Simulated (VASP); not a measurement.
```
NiSb
1.0
    1.94589    -3.37038     0.00000
    1.94589     3.37038     0.00000
    0.00000     0.00000     5.05969
Ni Sb
2 2
Direct
  0.00000   0.00000   0.50000
  0.00000   0.00000   0.00000
  0.33333   0.66667   0.25000
  0.66667   0.33333   0.75000
```

Level of theory: PBE GGA, VASP's PBE PAW potentials (set 64) (plane waves; VASP). Numerical set-up: 520 eV cut-off, 9×9×6 Γ-centred mesh, first-order Methfessel-Paxton smearing of 0.10 eV, potentials Ni Sb.

Unless said otherwise, spin-orbit coupling is left out, though it shifts the bands of the heavy elements here.

Q: Estimate the energy per atom (σ→0), pressure, band gap (on the k-mesh) with the smallest direct gap where there is one.

A: 
- band gap (on the k-mesh) = none (metal, semimetal or under 0.01 eV)
- energy per atom (σ→0) = -5.055 eV/atom
- pressure = 77.9 kbar

The compound is NiSb in the NiAs type structure. This cell is one point of a volume scan, at 0.94 of the reference volume. The run is not spin-polarised, so no magnetic state was tried.
